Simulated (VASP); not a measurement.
Data:

```
HgS
1.0
    0.00000     2.91477     2.91477
    2.91477     0.00000     2.91477
    2.91477     2.91477     0.00000
Hg S
1 1
Direct
  0.00000   0.00000   0.00000
  0.25000   0.25000   0.25000
```

Level of theory: LDA (Ceperley-Alder, Perdew-Zunger), VASP's LDA PAW potentials (set 64) (plane waves; VASP). Settings: 520 eV cut-off, Gaussian smearing of 0.050 eV, potentials Hg S.

Problem. Give the energies of bands 2 to 11 at the high-symmetry points, in eV from the Fermi level.

Solution. 
```tsv
band	Γ	X	U	L	W
2	-7.24	-7.13	-7.00	-7.03	-6.90
3	-7.24	-6.59	-6.71	-7.03	-6.75
4	-7.24	-6.59	-6.52	-6.23	-6.45
5	-6.30	-6.14	-6.22	-6.23	-6.37
6	-6.30	-5.87	-5.65	-5.89	-5.49
7	-0.61	-5.00	-5.25	-5.71	-5.30
8	0.00	-2.43	-3.01	-1.02	-2.96
9	0.00	-2.43	-1.96	-1.02	-2.43
10	0.00	3.13	3.23	1.45	3.81
11	5.86	3.17	4.54	6.62	5.12
```

It has no gap at this level: it comes out as a metal or semimetal.

The compound is HgS in the zinc blende structure, metacinnabar; cinnabar is the stable form. It was relaxed first.
